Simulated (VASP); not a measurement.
A run of VASP 6.6.1 is set up as follows.

Contents of INCAR:

```
  PREC = Accurate
  ENCUT = 520
  EDIFF = 1E-6
  ISMEAR = -1
  SIGMA = 0.02
  LREAL = False
  LASPH = True
  NELM = 100
  ALGO = Normal
  ISIF = 2
  LWAVE = False
  LCHARG = False
  GGA = PE
  NBANDS = 24
```

Contents of KPOINTS:

```
Automatic mesh
0
Gamma
  6 6 6
```

POSCAR

```
Ba2TeS
1.0
    2.2813038463      1.3171113898      7.8225410922
   -2.2813038463      1.3171113898      7.8225410922
    0.0000000000     -2.6342227795      7.8225410922
S Te Ba
1 1 2
Direct
    1.0000000000      0.0000000000      0.0000000000
    0.5000000000      0.5000000000      0.5000000000
    0.2576855337      0.2576855337      0.2576855337
    0.7423144663      0.7423144663      0.7423144663
```

Potentials or basis: VASP PAW PBE potentials, release 64 (S, Te, Ba_sv).

Command:

```console
$ cat potpaw_PBE.64/S/POTCAR potpaw_PBE.64/Te/POTCAR potpaw_PBE.64/Ba_sv/POTCAR > POTCAR
$ mpirun -np 1 vasp_std > vasp.out
```

What does it give for the pressure?

3.9 GPa.

Estimate the band gap on the k mesh.

1.27 eV, indirect (least direct gap 1.64 eV).

Stress tensor (GPa, compression positive):
```
4.26 0.00 0.00
0.00 4.26 0.00
0.00 0.00 3.16
```

Caveat: spin-orbit coupling is left out, which moves the levels of the heavy elements. A k mesh can miss the band edges.
